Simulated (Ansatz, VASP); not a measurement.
## SnTe: VASP beside Ansatz

Aim: how closely do two programs agree when they are given the same cell, functional and k mesh? The cell is taken from a series of VASP runs on this material, whose earlier steps may have relaxed, scaled or displaced it; both programs get it as it stands. Other levels of theory on this material are compared in a session of their own.

Program: Ansatz 0.2.0. Level of theory: plane waves, with VASP 6.6.1 beside it; band structure at PBE and band structure at r2SCAN. Results are calculated unless marked as measured.

## 1. The starting structure

It takes space group Fm-3m (No. 225, cubic). Conventional cell: a = 6.320 Å, b = 6.320 Å, c = 6.320 Å, α = 90.00°, β = 90.00°, γ = 90.00°. Te has 6 Sn at 3.16 Å nearest. Nearest to Sn lie 6 Te at 3.16 Å. Farther neighbours and most contacts between anions are not listed.

As a file:

```xyz
2
Lattice="0.0000 3.1600 3.1600 3.1600 0.0000 3.1600 3.1600 3.1600 0.0000" Properties=species:S:1:pos:R:3 pbc="T T T"
Te    3.1600    3.1600    3.1600
Sn    0.0000    0.0000    0.0000
```

## 2. VASP: band structure, PBE

Levels along a path test the potential and the projectors away from the mesh points.

Lines of VASP's logs that name or quote its potential files are left out, and so is its time.

Input file INCAR:

```
SYSTEM = SnTe
PREC = Accurate
ENCUT = 350
EDIFF = 1E-06
NELM = 100
ISMEAR = 0
SIGMA = 0.03
LREAL = .FALSE.
ALGO = Normal
GGA = PE
NBANDS = 22
LORBIT = 11
LWAVE = .FALSE.
LCHARG = .FALSE.
KPAR = 4
LASPH = .TRUE.
```

Input file POSCAR:

```
SnTe
1.0
    0.0000000000      3.1600000000      3.1600000000
    3.1600000000      0.0000000000      3.1600000000
    3.1600000000      3.1600000000      0.0000000000
Te Sn
1 1
Direct
    0.5000000000      0.5000000000      0.5000000000
    0.0000000000      0.0000000000      0.0000000000
```

Input file KPOINTS:

```
Automatic mesh
0
Gamma
6 6 6
0 0 0
```

Input file KPOINTS_OPT:

```
Line mode
10
Line-mode
Reciprocal
  0.00000000   0.00000000   0.00000000 GAMMA
  0.50000000   0.00000000   0.50000000 X

  0.50000000   0.00000000   0.50000000 X
  0.50000000   0.25000000   0.75000000 W

  0.50000000   0.25000000   0.75000000 W
  0.37500000   0.37500000   0.75000000 K

  0.37500000   0.37500000   0.75000000 K
  0.00000000   0.00000000   0.00000000 GAMMA

  0.00000000   0.00000000   0.00000000 GAMMA
  0.50000000   0.50000000   0.50000000 L

  0.50000000   0.50000000   0.50000000 L
  0.62500000   0.25000000   0.62500000 U

  0.62500000   0.25000000   0.62500000 U
  0.50000000   0.25000000   0.75000000 W

  0.50000000   0.25000000   0.75000000 W
  0.50000000   0.50000000   0.50000000 L

  0.50000000   0.50000000   0.50000000 L
  0.37500000   0.37500000   0.75000000 K

  0.62500000   0.25000000   0.62500000 U
  0.50000000   0.00000000   0.50000000 X
```

PAW data sets: Te and Sn_d (PBE family, release 64).

Run with:

```
> mpirun -np 4 vasp_std
```

Numbers of over 12 decimals in the logs are rounded to 6 here.

The program printed:

```text
[banner, memory and clock lines left out]
running    4 mpi-ranks, on    1 nodes
 distrk:  each k-point on    1 cores,    4 groups
 distr:  one band on    1 cores,    1 groups

 POSCAR found type information on POSCAR TeSn
 POSCAR found :  2 types and       2 ions
 LDA part: xc-table for (Slater+PW92), standard interpolation
 POSCAR, INCAR and KPOINTS ok, starting setup
 FFT: planning ... GRIDC
 FFT: planning ... GRID_SOFT
 FFT: planning ... GRID
 WAVECAR not read
 entering main loop
       N       E                     dE             d eps       ncg     rms          rms(c)
DAV:   1     0.128732674040E+03    0.12873E+03   -0.73381E+03   748   0.823E+02
DAV:   2     0.565753937743E+01   -0.12308E+03   -0.11737E+03   760   0.276E+02
DAV:   3    -0.722469575301E+01   -0.12882E+02   -0.12821E+02   824   0.729E+01
DAV:   4    -0.758810543408E+01   -0.36341E+00   -0.36328E+00   844   0.128E+01
DAV:   5    -0.760060586195E+01   -0.12500E-01   -0.12500E-01   974   0.234E+00    0.491E+00
DAV:   6    -0.754649289987E+01    0.54113E-01   -0.97151E-02   998   0.178E+00    0.312E+00
DAV:   7    -0.754742117106E+01   -0.92827E-03   -0.45594E-02   906   0.858E-01    0.844E-01
DAV:   8    -0.754750884913E+01   -0.87678E-04   -0.62755E-03   922   0.542E-01    0.180E-01
DAV:   9    -0.754761434932E+01   -0.10550E-03   -0.47974E-04   970   0.183E-01    0.490E-02
DAV:  10    -0.754760752945E+01    0.68199E-05   -0.89758E-05   920   0.679E-02    0.173E-02
DAV:  11    -0.754761051440E+01   -0.29849E-05   -0.25828E-05   886   0.363E-02    0.191E-02
DAV:  12    -0.754761035715E+01    0.15725E-06   -0.14010E-06   722   0.681E-03
   1 F= -.75476104E+01 E0= -.75475322E+01  d E =-.156372E-03
 Start KPOINTS_OPT (optional k-point list driver)
k-point batch [1-16\100]
       N       E                     dE             ncg
DAV:   1     0.219565892341E+01   -0.60286E+04      736
DAV:   2    -0.199780978067E+04   -0.20000E+04      742
DAV:   3    -0.220755431421E+04   -0.20974E+03      830
DAV:   4    -0.221384164466E+04   -0.62873E+01      870
DAV:   5    -0.221405701272E+04   -0.21537E+00      962
DAV:   6    -0.221406051473E+04   -0.35020E-02      936
DAV:   7    -0.221406056210E+04   -0.47365E-04     1010
DAV:   8    -0.221406056371E+04   -0.16079E-05      802
DAV:   9    -0.221406056377E+04   -0.67294E-07      606
[...]
k-point batch [97-100\100]
       N       E                     dE             ncg
DAV:   1     0.630257020417E+04   -0.21871E+04      176
DAV:   2     0.578497214649E+04   -0.51760E+03      196
DAV:   3     0.573180559397E+04   -0.53167E+02      216
DAV:   4     0.573036228222E+04   -0.14433E+01      248
DAV:   5     0.573031887077E+04   -0.43411E-01      220
DAV:   6     0.573031779769E+04   -0.10731E-02      256
DAV:   7     0.573031772159E+04   -0.76103E-04      234
DAV:   8     0.573031772129E+04   -0.29872E-06      240
```

From OUTCAR (step 2):

```text
ion  position               nearest neighbor table
   1  0.500  0.500  0.500-   2 3.16   2 3.16   2 3.16   2 3.16   2 3.16   2 3.16
   2  0.000  0.000  0.000-   1 3.16   1 3.16   1 3.16   1 3.16   1 3.16   1 3.16

  LATTYP: Found a face centered cubic cell.
 ALAT       =     6.3200000000

 Subroutine GETGRP returns: Found 48 space group operations
 (whereof 48 operations were pure point group operations)

The static configuration has the point symmetry O_h .

 Found     16 irreducible k-points:

   k-points           NKPTS =     16   k-points in BZ     NKDIM =     16   number of bands    NBANDS=     22

   dimension x,y,z NGX =    28 NGY =   28 NGZ =   28
   dimension x,y,z NGXF=    56 NGYF=   56 NGZF=   56

   ENCUT  =  350.0 eV  25.72 Ry    5.07 a.u.   6.82  6.82  6.82*2*pi/ulx,y,z

   NELECT =      20.0000    total number of electrons

 k-points in reciprocal lattice and weights: Automatic mesh
   0.00000000  0.00000000  0.00000000       0.005
   0.16666667  0.00000000  0.00000000       0.037
   0.33333333  0.00000000  0.00000000       0.037
   0.50000000  0.00000000  0.00000000       0.019
   0.16666667  0.16666667  0.00000000       0.028
   0.33333333  0.16666667  0.00000000       0.111
   0.50000000  0.16666667  0.00000000       0.111
  -0.33333333  0.16666667  0.00000000       0.111
  -0.16666667  0.16666667  0.00000000       0.056
[...]
-0.33333333  0.33333333  0.16666667       0.111
  -0.33333333  0.50000000  0.16666667       0.056

 average (electrostatic) potential at core
       1 -87.8939       2-100.7004

 E-fermi :   6.8956

 k-point     1 :       0.0000    0.0000    0.0000
  band No.  band energies     occupation
    ...
      6      -5.8962      2.00000
      7       2.1293      2.00000
      8       4.7236      2.00000
      9       4.7236      2.00000
     10       4.7236      2.00000
     11      10.1750      0.00000
     12      10.1750      0.00000
     13      10.1750      0.00000
     14      11.6117      0.00000
     15      11.6117      0.00000
    ...

 k-point     2 :       0.1667    0.0000    0.0000
  band No.  band energies     occupation
    ...
      6      -5.6679      2.00000
      7       1.0396      2.00000
      8       4.7667      2.00000
      9       4.7667      2.00000
     10       5.4484      2.00000
     11       9.1390      0.00000
     12       9.1390      0.00000
     13       9.1810      0.00000
     14      11.6096      0.00000
     15      12.1661      0.00000
    ...

 k-point     3 :       0.3333    0.0000    0.0000
  band No.  band energies     occupation
    ...
      6      -5.0749      2.00000
      7      -0.6084      2.00000
      8       4.9210      2.00000
      9       4.9210      2.00000
     10       6.2358      2.00000
     11       7.8033      0.00000
     12       7.8033      0.00000
     13       7.8457      0.00000
     14      12.7117      0.00000
     15      13.6780      0.00000
    ...

  Total        0.6163375      0.6163375      0.6163375      0.0000000     -0.0000000      0.0000000
  in kB       15.6472468     15.6472468     15.6472468      0.0000000     -0.0000000      0.0000000
  external PRESSURE =      15.6472468 kB  Pullay stress =       0.0000000 kB

  energy-cutoff  :      350.00
  volume of cell :       63.11
      direct lattice vectors                 reciprocal lattice vectors
     0.000000000  3.160000000  3.160000000    -0.158227848  0.158227848  0.158227848
     3.160000000  0.000000000  3.160000000     0.158227848 -0.158227848  0.158227848
     3.160000000  3.160000000  0.000000000     0.158227848  0.158227848 -0.158227848

 POSITION                                       TOTAL-FORCE (eV/Angst)
 -----------------------------------------------------------------------------------
      3.16000      3.16000      3.16000         0.000000      0.000000      0.000000
      0.00000      0.00000      0.00000         0.000000     -0.000000     -0.000000
 -----------------------------------------------------------------------------------
    total drift:                               -0.000000      0.000000      0.000000

  FREE ENERGIE OF THE ION-ELECTRON SYSTEM (eV)
  ---------------------------------------------------
  free  energy   TOTEN  =        -7.5476103571 eV

  energy  without entropy=       -7.5474539850  energy(sigma->0) =       -7.54753217

 total charge
# of ion       s       p       d       tot
------------------------------------------
    1        1.389   1.960   0.029   3.379
    2        1.363   0.735   9.982  12.080
--------------------------------------------------
tot          2.753   2.696  10.011  15.459

[... 3 further parts left out ...]
```

The run ends at a pressure of 1.56 GPa.

## 3. Ansatz: band structure, PBE

Ansatz runs on its default PAW (the set named soft_2) files.

The same cell, functional, mesh and smearing now go to Ansatz, which takes its cutoff from its data sets.

Input file input.yaml:

```yaml
crystal:
  lattice:
    - [0.0, 3.16, 3.16]
    - [3.16, 0.0, 3.16]
    - [3.16, 3.16, 0.0]
  atoms:
    - { symbol: Te, position: [0.5, 0.5, 0.5] }
    - { symbol: Sn, position: [0.0, 0.0, 0.0] }
hamiltonian:
  xc: pbe
  pseudopotentials: { kind: paw }
kpoints:
  mp_grid: { grid: [6, 6, 6] }
  band_path:
    path:
      - [0.0, 0.0, 0.0]
      - [0.16667, 0.0, 0.16667]
      - [0.33333, 0.0, 0.33333]
      - [0.5, 0.0, 0.5]
      - [0.5, 0.08333, 0.58333]
      - [0.5, 0.19444, 0.69444]
      - [0.5, 0.25, 0.75]
      - [0.45833, 0.29167, 0.75]
      - [0.40278, 0.34722, 0.75]
      - [0.375, 0.375, 0.75]
      - [0.20833, 0.20833, 0.41667]
      - [0.08333, 0.08333, 0.16667]
      - [0.0, 0.0, 0.0]
      - [0.22222, 0.22222, 0.22222]
      - [0.38889, 0.38889, 0.38889]
      - [0.5, 0.5, 0.5]
      - [0.51389, 0.47222, 0.51389]
      - [0.55556, 0.38889, 0.55556]
      - [0.61111, 0.27778, 0.61111]
      - [0.61111, 0.25, 0.63889]
      - [0.56944, 0.25, 0.68056]
      - [0.51389, 0.25, 0.73611]
      - [0.5, 0.27778, 0.72222]
      - [0.5, 0.38889, 0.61111]
      - [0.5, 0.47222, 0.52778]
      - [0.48611, 0.48611, 0.52778]
      - [0.43056, 0.43056, 0.63889]
      - [0.38889, 0.38889, 0.72222]
      - [0.59722, 0.19444, 0.59722]
      - [0.55556, 0.11111, 0.55556]
      - [0.5, 0.0, 0.5]
    npoints: 1
scf:
  occupations: { method: gaussian, width: 0.03 }
  n_extra_bands: 7
output:
  forces: true
  stress: true
  eigenvalues: true
```

Run with:

```
> ansatz run input.yaml --threads 2 --pin off --max-ram 4608MiB --backend cpu --events-out ev --progress --plain --runs-dir out
```

The program printed:

```text
scf.n_extra_bands = 7 over 15 filled bands (N_el = 30.0): the run solves 22 bands
Engine: ansatz 0.2.0, aarch64-unknown-linux-gnu
Pseudopotentials: kind: paw
Pseudopotential: Te, paw, valence charge 16, recommended cutoff 420 eV (normal), Te.paw.azcp
Pseudopotential: Sn, paw, valence charge 14, recommended cutoff 420 eV (normal), Sn.paw.azcp
Functional definition: PBE
  parameter kappa = 0.804
  parameter beta = 0.066725
  exchange = pbe_x(kappa = kappa, mu = beta*pi^2/3)
  correlation = pbe_c(beta = beta)
Crystal: 2 atoms, lattice volume = 63.109 Å³
Basis set: ecut = 420 eV, 1243 PW (Γ), exchange–correlation on 60×60×60 points (8 copies of the dense FFT grid, shifted against one another)
Bands: 22, of which v1, the nominal top of the filled ones, is band 15 counted from 1 (14 counted from 0)
Symmetry: 48 space group operations
Space group: Fm-3m (ITA 225), of the structure as read, at distance tolerance 4.0e-5 Å
k-points: 16 of 216
Non-local potential: Te, projectors of the file, l = 0: 2, l = 1: 2, l = 2: 2, l = 3: 2
Non-local potential: Sn, projectors of the file, l = 0: 2, l = 1: 2, l = 2: 2, l = 3: 2
PAW form: soft (Blöchl's): semilocal exchange-correlation on the pseudo side does not see the compensation charge
PAW one-centre angular grid: Te, 590 points (default); XC on 64 Gauss nodes
PAW one-centre angular grid: Sn, 590 points (default); XC on 64 Gauss nodes
Initial density: superposition of atomic densities (neutral atoms: chi_scale 0, normalization atom), corrected by the library's trained network
Initial wavefunctions: pseudopotential atomic-orbital guess
Functional: x = pbe(κ = 0.804, μ = 0.219515), c = pbe(β = 0.066725)
SCF iter   1: F=—  HF=-13004.732144 eV  |F-HF|=—  |Δ(HF+E_count)|=         —  Δρ=6.38e-4  dr2=2.71e-4  ethr=1.77e-3  ⟨swp⟩=6.9  Hψ=1900  notcnv=0
preconditioner: auto → none  [insulator: Δε(μ)=0.068 eV  Ē_g=10.883 eV  σ=0.030 eV  W_gap=0.89  n_scr=14 (ndim 8)  ℏωp=14.8 eV  f_vac=0.009  D(μ)=0.38/eV (n_scr^D=0)  ε∞_Penn≈2.8]
SCF iter   2: F=—  HF=-13004.730734 eV  |F-HF|=—  |Δ(HF+E_count)|=   1.41e-3  Δρ=3.65e-4  dr2=9.39e-5  ethr=9.05e-7  ⟨swp⟩=2.9  Hψ=752  notcnv=0  defer=15
SCF iter   3: F=—  HF=-13004.730765 eV  |F-HF|=—  |Δ(HF+E_count)|=   3.06e-5  Δρ=1.44e-4  dr2=9.44e-6  ethr=3.13e-7  ⟨swp⟩=2.0  Hψ=478  notcnv=0  defer=15
SCF iter   4: F=—  HF=-13004.730782 eV  |F-HF|=—  |Δ(HF+E_count)|=   1.72e-5  Δρ=4.70e-5  dr2=1.18e-6  ethr=3.15e-8  ⟨swp⟩=2.0  Hψ=398  notcnv=0  defer=15
SCF iter   5: F=—  HF=-13004.730782 eV  |F-HF|=—  |Δ(HF+E_count)|=   1.68e-8  Δρ=1.47e-5  dr2=1.26e-7  ethr=3.94e-9  ⟨swp⟩=2.0  Hψ=555  notcnv=0  defer=15
SCF iter   6: F=-13004.730782 eV  HF=-13004.730782 eV  |F-HF|=2.16e-9  |Δ(HF+E_count)|=   7.33e-8  Δρ=1.73e-6  dr2=1.75e-9  ethr=3.33e-10  ⟨swp⟩=9.2  Hψ=1697  notcnv=0
SCF 1 converged in 6 iterations: F = -13004.730782 eV  dr2 = 1.75e-9
  greatest PAW one-centre occupation: 0.998 electrons in one spin orbital (limit 2), on the Te atom at site 0 (counted from 0), in its partial waves of l = 2
NSCF: frozen V_eff on 31 k-points
SCF converged after 6 iterations
Free energy (F): -13004.730782 eV
Harris-Foulkes:  -13004.730782 eV  (|F-HF|=2.16e-9)
Internal energy: -13004.730622 eV  (E = F + TS)
E sigma→0 (E₀):  -13004.730702 eV
Entropy (-TS):   -0.000159 eV (-0.080 meV/atom)
Fermi energy:    9.604681 eV
--- Per-component energies (eV) ---
  E_band       = -357.054479
  E_kinetic    = 365.915732
  E_local      = -2165.860175  (includes V_loc(G=0)·N_el)
  E_nonlocal   = -343.036825
  E_hartree    = 1358.553989
  E_xc         = -507.635502
  E_vxc        = -200.837470  (∫ρ·V_xc dr)
  E_paw        = -8795.648096  (= ΣΔE_a)
  E_vpaw       = -730.346581  (= ΣTr[D̂ρ^β])
  E_aug_tail   = -0.000182  (compensation charges beyond the density's cutoff)
  E_ewald      = -2917.019563
  E_smearing   = -0.000159  (= −TS)
  E_closure    = -0.000000  (closes the sum)
  Σ components = -13004.730782   (vs F -13004.730782, Δ=0.00e0)
--- Forces (eV/Å), atoms counted from 1 ---
  atom   1  Te     0.00000000     0.00000000     0.00000000
  atom   2  Sn    -0.00000000     0.00000000    -0.00000000
  max |Σ_I F_I| component: 2.56e-29 eV/Å
--- Stress (GPa, compression-positive) ---
        1.785995       0.000000       0.000000
        0.000000       1.785995      -0.000000
       -0.000000       0.000000       1.785995
  P = ⅓ Tr σ = 1.7860 GPa (17.860 kbar)
--- Band table (eV; the first three rows and the last of 16) ---
  k-point 0: bands = [... 11 lower, 4.8355, 7.4309, 7.4309, 7.4309, 12.8846, 12.8846, 12.8846, 14.3422, ... 3 higher]
  k-point 1: bands = [... 11 lower, 3.7466, 7.4738, 7.4738, 8.1555, 11.8506, 11.8506, 11.8916, 14.3313, ... 3 higher]
  k-point 2: bands = [... 11 lower, 2.1001, 7.6276, 7.6276, 8.9438, 10.5144, 10.5144, 10.5557, 15.4303, ... 3 higher]
  k-point 15: bands = [... 11 lower, 2.3841, 4.3820, 5.2498, 7.6757, 11.6519, 13.0263, 14.9037, 15.1107, ... 3 higher]
```

The job ended after 1.4 s (2 threads of Arm Neoverse V1, shared host; peak memory 0.32 GiB).

In the SCF lines HF is the Harris–Foulkes energy and dr2 the Hartree energy of the density residual, in eV; the loop may stop once dr2 is under the threshold and the program's other checks hold. Hψ counts applications of the Hamiltonian.

## 4. Comparison

Known differences besides the potentials themselves: the data sets hold 30 valence electrons in Ansatz (default PAW (the set named soft_2) files) and 20 in VASP; the cutoff is 420 eV in Ansatz and 350 eV in VASP. Total energies have different zeros and are not compared.

The two programs side by side:

```tsv
quantity	Ansatz	VASP	difference
pressure (GPa)	1.79	1.56	+0.22
gap over the path points (eV)	0.070	0.071	-0.001
```

Levels at points of the path, from each program's valence-band top (eV; 4 filled, then empty):

```tsv
k (reciprocal lattice)	Ansatz	VASP
0.000 0.000 0.000	-4.73 -2.14 -2.14 -2.14 3.31 3.31 3.31	-4.73 -2.14 -2.14 -2.14 3.31 3.31 3.31
0.167 0.000 0.167	-5.82 -2.63 -2.63 -0.79 0.91 3.49 3.49	-5.81 -2.63 -2.63 -0.79 0.91 3.49 3.49
0.333 0.000 0.333	-6.67 -3.61 -3.40 -3.40 2.56 3.78 4.28	-6.67 -3.61 -3.40 -3.40 2.56 3.78 4.28
0.500 0.000 0.500	-6.48 -5.53 -3.72 -3.72 2.20 4.86 4.86	-6.48 -5.53 -3.72 -3.72 2.19 4.87 4.87
0.500 0.083 0.583	-6.76 -5.45 -3.90 -3.15 2.55 3.87 4.98	-6.76 -5.44 -3.90 -3.15 2.54 3.87 4.98
0.500 0.194 0.694	-7.28 -5.07 -4.48 -1.43 1.51 3.83 5.28	-7.28 -5.07 -4.48 -1.43 1.51 3.83 5.27
0.500 0.250 0.750	-7.36 -4.79 -4.79 -0.84 0.83 4.61 4.61	-7.36 -4.79 -4.79 -0.84 0.83 4.60 4.60
0.458 0.292 0.750	-7.37 -4.98 -4.42 -1.25 1.26 4.07 5.11	-7.37 -4.98 -4.42 -1.25 1.26 4.06 5.10
0.403 0.347 0.750	-7.40 -5.12 -3.57 -2.33 2.43 3.47 4.39	-7.41 -5.12 -3.57 -2.33 2.43 3.47 4.38
0.375 0.375 0.750	-7.41 -5.14 -3.23 -2.71 2.99 3.06 4.19	-7.41 -5.14 -3.23 -2.71 2.99 3.05 4.18
```

Among the levels compared at these points, filled levels agree within 3 meV and empty ones within 10 meV.

[end of part 1 of 2]

[Lines on the potential files, build, host, timing and source positions are cut from VASP's logs without a mark.]

[Logs are printed without paths, hosts, clocks, repeated set-up lines and the standing remarks that a program may print on its own settings, such as how far it seeks lower states.]

[Hosts, paths, dates, database ids (printed as entryN), source tags and the programs' standing remarks are cut or masked in the printed files.]
